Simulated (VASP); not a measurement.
Data:

```xyz
2
Lattice="0.0000 3.2822 3.2822 3.2822 0.0000 3.2822 3.2822 3.2822 0.0000" Properties=species:S:1:pos:R:3 pbc="T T T"
Ag     0.0000     0.0000     0.0000
I      1.6411     1.6411     1.6411
```

Method: PBE GGA with D3 dispersion (zero damping), VASP's PBE PAW potentials (set 64) (plane waves; VASP 6.6.1). Settings: 520 eV cut-off, 7×7×7 Γ-centred mesh, Gaussian smearing of 0.050 eV, potentials Ag I.

Unless said otherwise, spin-orbit coupling is left out, though it shifts the bands of the heavy elements here.

Q: What does the run give for the energy per atom (σ→0), band gap (on the k-mesh) with the smallest direct gap where there is one?

A: 
The band gap (on the k-mesh) is 1.34 eV. The smallest direct gap (on the k-mesh) is 1.34 eV and the energy per atom (σ→0) is -2.653 eV/atom.

The compound is AgI in the zinc blende structure, whereas wurtzite is the usual form. This cell is one point of a volume scan, at 1.03 of the reference volume.
